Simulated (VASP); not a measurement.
Output of a VASP run:

### OSZICAR
```
       N       E                     dE             d eps       ncg     rms          rms(c)
DAV:   1     0.325511430940E+02    0.32551E+02   -0.50882E+03   522   0.965E+02
DAV:   2    -0.315085568588E+00   -0.32866E+02   -0.32436E+02   601   0.165E+02
DAV:   3    -0.145469577311E+01   -0.11396E+01   -0.11359E+01   752   0.253E+01
DAV:   4    -0.149037914751E+01   -0.35683E-01   -0.35657E-01   732   0.362E+00
DAV:   5    -0.149259362275E+01   -0.22145E-02   -0.22135E-02   735   0.423E-01    0.135E+01
DAV:   6    -0.148631836610E+01    0.62753E-02   -0.50162E-03   758   0.919E-01    0.784E+00
DAV:   7    -0.148244574882E+01    0.38726E-02   -0.11493E-02   895   0.125E+00    0.185E-01
DAV:   8    -0.148248408706E+01   -0.38338E-04   -0.24224E-04   604   0.143E-01    0.486E-02
DAV:   9    -0.148250126392E+01   -0.17177E-04   -0.38681E-05   842   0.428E-02    0.205E-02
DAV:  10    -0.148250333519E+01   -0.20713E-05   -0.59363E-06   602   0.227E-02    0.928E-03
DAV:  11    -0.148250298385E+01    0.35134E-06   -0.28515E-07   332   0.480E-03
   1 F= -.17441665E+00 E0= -.17440911E+00  d E =-.174417E+00
```

**OUTCAR**
```
------------------------ aborting loop because EDIFF is reached ----------------------------------------
  FORCE on cell =-STRESS in cart. coord.  units (eV):
  Direction    XX          YY          ZZ          XY          YZ          ZX
  --------------------------------------------------------------------------------------
  Total        1.2984569      1.2984569      1.2984569      0.0000000      0.0000000     -0.0000000
  in kB       49.6319252     49.6319252     49.6319252      0.0000000      0.0000000     -0.0000000
  external PRESSURE =      -0.3680748 kB  Pullay stress =      50.0000000 kB
  volume of cell :       41.92
      direct lattice vectors                 reciprocal lattice vectors
     0.000000000  2.757077647  2.757077647    -0.181351439  0.181351439  0.181351439
     2.757077647  0.000000000  2.757077647     0.181351439 -0.181351439  0.181351439
     2.757077647  2.757077647  0.000000000     0.181351439  0.181351439 -0.181351439
 POSITION                                       TOTAL-FORCE (eV/Angst)
 -----------------------------------------------------------------------------------
      0.00000      0.00000      0.00000         0.000000      0.000000      0.000000
 -----------------------------------------------------------------------------------
    total drift:                               -0.000000     -0.000000     -0.000000
  FREE ENERGIE OF THE ION-ELECTRON SYSTEM (eV)
  ---------------------------------------------------
  free  energy   TOTEN  =        -1.4825029838 eV

  energy  without entropy=       -1.4824879027  energy(sigma->0) =       -1.48249544
  enthalpy is  TOTEN    =        -0.1744166479 eV   P V=        1.3080863360

 reached required accuracy - stopping structural energy minimisation
```
(Selected blocks of OUTCAR.)

### POSCAR
```
Sr
1
   -0.0000000000     2.7570776467     2.7570776467
    2.7570776467    -0.0000000000     2.7570776467
    2.7570776467     2.7570776467    -0.0000000000
Sr
1
Direct
  0.0000000000   0.0000000000   0.0000000000
```

### Question
Write an INCAR and KPOINTS that could have produced this output.

### Answer
This is not unique; one that fits is the input of the run itself, PBE GGA, plane waves, VASP's PBE PAW potentials (set 64).

### KPOINTS
```
Automatic mesh
0
Gamma
8 8 8
0 0 0
```

INCAR:
```
PSTRESS = 50   # kbar
NELM = 100   # most electronic steps
LCHARG = F
SYSTEM = Sr
EDIFF = 1E-6   # SCF stop (eV)
PREC = Accurate
IBRION = 2   # conjugate gradients
NSW = 40
ISMEAR = 0
LWAVE = F
ALGO = Normal
GGA = PE   # PBE
SIGMA = 0.05   # width (eV)
LREAL = F
ISIF = 3   # ions, shape and volume
LASPH = T
ENCUT = 500   # plane-wave cut-off (eV)
EDIFFG = -0.02   # ionic stop
LMAXMIX = 4   # l cut-off of mixed one-centre charges
```

POTCAR, in this order: Sr_sv (PBE.64 set). Program: vasp_std.

The compound is Sr in the fcc structure. It was relaxed first under an external pressure of 5 GPa.
